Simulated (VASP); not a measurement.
Runs of VASP 6.6.1 on TlMoS2. The structure is trigonal, space group R-3m (No. 166). Conventional cell: a = 3.874 Å, b = 3.874 Å, c = 21.097 Å, α = 90.00°, β = 90.00°, γ = 120.00°. Tl (site symmetry -3m) is surrounded by 6 S at 3.08 Å. Mo (site symmetry -3m) has 6 S at 2.64 Å as nearest neighbours. S (site symmetry 3m) is surrounded by 3 Mo at 2.64 Å. The cell comes from a database or a generator and needn't be the stable form of this composition.

```tsv
level	potentials or basis	spin	U	gap on the mesh (eV)	pressure (GPa)	moment (μB)	largest force (eV/Å)
LDA+U	VASP PAW LDA potentials, release 64 (Tl_d, Mo_sv, S)	collinear, random start	Mo d U = 3 eV	0.54	-7.1	3.00	1.20
PBEsol+U	VASP PAW PBE potentials, release 64 (Tl_d, Mo_sv, S)	collinear, ferromagnetic start	Mo d U = 2 eV	0.61	-5.5	3.00	1.23
LDA+U	VASP PAW LDA potentials, release 64 (Tl_d, Mo_sv, S)	collinear, ferromagnetic start	Mo d U = 2 eV	0.34	(b)	3.00	1.30
PBEsol+U	VASP PAW PBE potentials, release 64 (Tl_d, Mo_sv, S)	collinear, random start	Mo d U = 8 eV	(a)	-1.1	3.00	0.62
```

Alike in all rows: task single point; cell as given; k mesh 6 × 6 × 6; cutoff (eV) 520; smearing gaussian 0.05 eV.

**Question.** Estimate the missing entries.

**Answer.** (a) 0.89; (b) -7.8.

Caveats: spin-orbit coupling is left out, which as a rule narrows the gap of such compounds by several tenths of an eV; forces of over 1 eV/Å show positions far from the minimum, so gaps and moduli don't describe the material at rest (some runs); the PAW data sets were made with another functional, which shifts forces and pressure a little (some runs).

A k mesh can miss the band edges, and the runs leave out spin-orbit coupling on Mo, Tl.

Not every run made on this cell is shown here.
